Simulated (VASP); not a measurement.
Given:

```yaml
crystal:
  lattice:
    - [3.51857, 0.00000, 0.00000]
    - [0.00000, 3.51857, 0.00000]
    - [0.00000, 0.00000, 3.51857]
  atoms:
    - { symbol: Al, position: [0.00000, 0.00000, 0.00000] }
    - { symbol: Ni, position: [0.00000, 0.50000, 0.50000], spin: 0.2 }
    - { symbol: Ni, position: [0.50000, 0.00000, 0.50000], spin: 0.2 }
    - { symbol: Ni, position: [0.50000, 0.50000, 0.00000], spin: 0.2 }
```

Computed with PBEsol GGA, VASP's PBE PAW potentials (set 64) (plane waves; VASP). Numerical set-up: 530 eV cut-off, 8×8×8 Γ-centred mesh, first-order Methfessel-Paxton smearing of 0.10 eV, potentials Al Ni.

Finite-difference elastic constants of metals are sensitive to mesh and smearing; shear constants can be off by tens of GPa.

Q: Give the elastic stiffness tensor with the ions relaxed (GPa, in the frame of the cell).

A: 
```
     xx   yy   zz   yz   xz   xy
--  ---  ---  ---  ---  ---  ---
xx  267  169  169  0.0  0.0  0.0
yy  169  267  169  0.0  0.0  0.0
zz  169  169  267  0.0  0.0  0.0
yz  0.0  0.0  0.0  143  0.0  0.0
xz  0.0  0.0  0.0  0.0  143  0.0
xy  0.0  0.0  0.0  0.0  0.0  143
```

Q: What does the run give for the Hill bulk modulus, Hill shear modulus, Young's modulus, Poisson's ratio?

A: 
Hill bulk modulus: 202 GPa
Hill shear modulus: 92.9 GPa
Young's modulus: 242 GPa
Poisson's ratio: 0.300

Measured: C11 224 GPa (computed value off by +19.3 %), C12 149 GPa (computed value off by +13.4 %), C44 123 GPa (computed value off by +16.1 %), as given by The elastic constants of Ni3Al to 1.4 GPa. The calculation is for a static lattice, while the measured C11, C12, C44 hold thermal and zero-point effects, which are part of the difference.

The compound is Ni3Al in the L1_2 structure. It was relaxed first.
